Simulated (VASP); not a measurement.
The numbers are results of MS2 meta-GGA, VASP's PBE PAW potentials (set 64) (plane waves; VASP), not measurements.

VASP input:

**KPOINTS_OPT**
```
k-points along high-symmetry lines
10
Line-mode
Reciprocal
  0.000000   0.000000   0.000000 ! GAMMA
 -0.500000  -0.500000   0.000000 ! X

 -0.500000  -0.500000   0.000000 ! X
 -0.375000  -0.375000   0.250000 ! U

 -0.375000   0.000000   0.375000 ! K
  0.000000   0.000000   0.000000 ! GAMMA

  0.000000   0.000000   0.000000 ! GAMMA
 -0.000000  -0.000000   0.500000 ! L

 -0.000000  -0.000000   0.500000 ! L
 -0.500000  -0.250000   0.250000 ! W

 -0.500000  -0.250000   0.250000 ! W
 -0.500000  -0.500000   0.000000 ! X
```

**POSCAR**
```
BP
1
   -0.0000000000     2.2605853343     2.2605853343
    2.2605853343    -0.0000000000     2.2605853343
    2.2605853343     2.2605853343     0.0000000000
B P
1 1
Direct
  0.0000000000   0.0000000000   0.0000000000
  0.2500000000   0.2500000000   0.2500000000
```

### INCAR
```
# general
SYSTEM =BP
PREC   =Accurate
ENCUT  =520
LREAL  =.FALSE.
LASPH  =.TRUE.

# electronic loop
EDIFF  =1E-7
NELM   =100
ALGO   =Normal
LMIXTAU=.TRUE.

# smearing
ISMEAR =-5

# functional
METAGGA=MS2

# ions
ISIF   =2

# output
LWAVE  =.FALSE.
LCHARG =.FALSE.
LORBIT =11
NEDOS  =601
```

KPOINTS:
```
Automatic mesh
0
Gamma
11 11 11
0 0 0
```

POTCAR, in this order: B P (PBE.64 set). Program: vasp_std.

The run wrote:

### OSZICAR
```
       N       E                     dE             d eps       ncg     rms          rms(c)
DAV:   1    -0.603890060940E+01   -0.60389E+01   -0.39590E+03   896   0.863E+02
DAV:   2    -0.278755814897E+02   -0.21837E+02   -0.21371E+02  1424   0.102E+02
DAV:   3    -0.280555498210E+02   -0.17997E+00   -0.17997E+00   984   0.132E+01
DAV:   4    -0.280558196046E+02   -0.26978E-03   -0.26978E-03  1488   0.531E-01
DAV:   5    -0.280558196369E+02   -0.32364E-07   -0.32364E-07   984   0.470E-03    0.977E+00
DAV:   6    -0.189027218387E+02    0.91531E+01   -0.31024E+00   944   0.132E+01    0.412E+00
DAV:   7    -0.178853756029E+02    0.10173E+01   -0.80483E-01  1200   0.996E+00    0.208E+00
DAV:   8    -0.190973167411E+02   -0.12119E+01   -0.58734E-01  1000   0.898E+00    0.596E-01
DAV:   9    -0.180018918375E+02    0.10954E+01   -0.47860E-01   936   0.874E+00    0.243E-01
DAV:  10    -0.191400510871E+02   -0.11382E+01   -0.43030E-01   936   0.823E+00    0.972E-02
DAV:  11    -0.191439021418E+02   -0.38511E-02   -0.10421E-02  1296   0.148E+00    0.761E-02
DAV:  12    -0.191439012330E+02    0.90884E-06   -0.77436E-05   992   0.120E-01    0.756E-02
DAV:  13    -0.191440150135E+02   -0.11378E-03   -0.52780E-04   904   0.332E-01    0.828E-02
DAV:  14    -0.191440111848E+02    0.38287E-05   -0.40472E-04   896   0.309E-01    0.426E-02
DAV:  15    -0.191440129969E+02   -0.18121E-05   -0.45374E-05   928   0.104E-01    0.180E-02
DAV:  16    -0.191440102170E+02    0.27799E-05   -0.28392E-06  1152   0.262E-02    0.183E-02
DAV:  17    -0.191439919530E+02    0.18264E-04   -0.21694E-06   904   0.232E-02    0.162E-02
DAV:  18    -0.191439963168E+02   -0.43638E-05   -0.63288E-07   896   0.120E-02    0.426E-03
DAV:  19    -0.191439933927E+02    0.29241E-05   -0.96827E-08   992   0.511E-03    0.980E-04
DAV:  20    -0.191439944753E+02   -0.10826E-05   -0.14060E-07   896   0.598E-03    0.120E-03
DAV:  21    -0.191439934506E+02    0.10247E-05   -0.11825E-08   448   0.141E-03    0.824E-04
DAV:  22    -0.191439938821E+02   -0.43152E-06   -0.17252E-09   448   0.646E-04    0.458E-04
DAV:  23    -0.191439931801E+02    0.70207E-06   -0.25301E-09   448   0.771E-04    0.128E-04
DAV:  24    -0.191439934511E+02   -0.27106E-06   -0.36540E-10   448   0.260E-04    0.264E-05
DAV:  25    -0.191439933509E+02    0.10025E-06   -0.29816E-11   448   0.766E-05    0.705E-06
DAV:  26    -0.191439934365E+02   -0.85577E-07   -0.97362E-12   448   0.450E-05
   1 F= -.19143993E+02 E0= -.19143993E+02  d E =0.000000E+00
       N       E                     dE             ncg
       N       E                     dE             ncg
```

OUTCAR:
```
------------------------ aborting loop because EDIFF is reached ----------------------------------------
  FORCE on cell =-STRESS in cart. coord.  units (eV):
  Direction    XX          YY          ZZ          XY          YZ          ZX
  --------------------------------------------------------------------------------------
  Total       -0.0003005     -0.0003005     -0.0003005     -0.0000000      0.0000000     -0.0000000
  in kB       -0.0208389     -0.0208389     -0.0208389     -0.0000000      0.0000000     -0.0000000
  external PRESSURE =      -0.0208389 kB  Pullay stress =       0.0000000 kB
  volume of cell :       23.10
      direct lattice vectors                 reciprocal lattice vectors
     0.000000000  2.260585334  2.260585334    -0.221181653  0.221181653  0.221181653
     2.260585334  0.000000000  2.260585334     0.221181653 -0.221181653  0.221181653
     2.260585334  2.260585334  0.000000000     0.221181653  0.221181653 -0.221181653
  FREE ENERGIE OF THE ION-ELECTRON SYSTEM (eV)
  ---------------------------------------------------
  free  energy   TOTEN  =       -19.1439934365 eV

  energy  without entropy=      -19.1439934365  energy(sigma->0) =      -19.14399344

 total charge

# of ion       s       p       d       tot
------------------------------------------
    1        0.670   1.289   0.000   1.959
    2        0.984   1.596   0.000   2.580
--------------------------------------------------
tot          1.654   2.885   0.000   4.539
```
(Selected blocks of OUTCAR.)

### OUTCAR
```
 val. band max:        7.2725272740   @ k =   0.0000   0.0000   0.0000

 cond. band min:       8.9677140832   @ k =   0.4545   0.4545   0.0000


 Fermi energy:         7.3152970603

 k-point     1 :       0.0000    0.0000    0.0000
  band No.  band energies     occupation
      1      -8.6346      2.00000
      2       7.2725      2.00000
      3       7.2725      2.00000
      4       7.2725      2.00000
      5      11.4745      0.00000
      6      11.4745      0.00000
      7      11.4745      0.00000
      8      16.0763      0.00000

 k-point     2 :       0.0909    0.0000    0.0000
  band No.  band energies     occupation
      1      -8.4796      2.00000
      2       6.2145      2.00000
      3       7.0451      2.00000
      4       7.0451      2.00000
      5      11.7952      0.00000
      6      11.8095      0.00000
      7      11.8095      0.00000
      8      16.4635      0.00000

 k-point     3 :       0.1818    0.0000    0.0000
  band No.  band energies     occupation
      1      -8.0197      2.00000
      2       4.1122      2.00000
      3       6.5656      2.00000
      4       6.5656      2.00000
      5      12.0087      0.00000
      6      12.4774      0.00000
      7      12.4774      0.00000
      8      17.3600      0.00000

 k-point     4 :       0.2727    0.0000    0.0000
  band No.  band energies     occupation
      1      -7.2746      2.00000
      2       1.8735      2.00000
      3       6.0959      2.00000
      4       6.0959      2.00000
      5      11.9522      0.00000
      6      12.8851      0.00000
      7      12.8851      0.00000
      8      18.0916      0.00000

 k-point     5 :       0.3636    0.0000    0.0000
  band No.  band energies     occupation
      1      -6.3065      2.00000
      2      -0.1657      2.00000
      3       5.7532      2.00000
      4       5.7532      2.00000
      5      11.8388      0.00000
      6      12.8700      0.00000
      7      12.8700      0.00000
...
```

The compound is BP in the zinc blende structure. It was relaxed first.
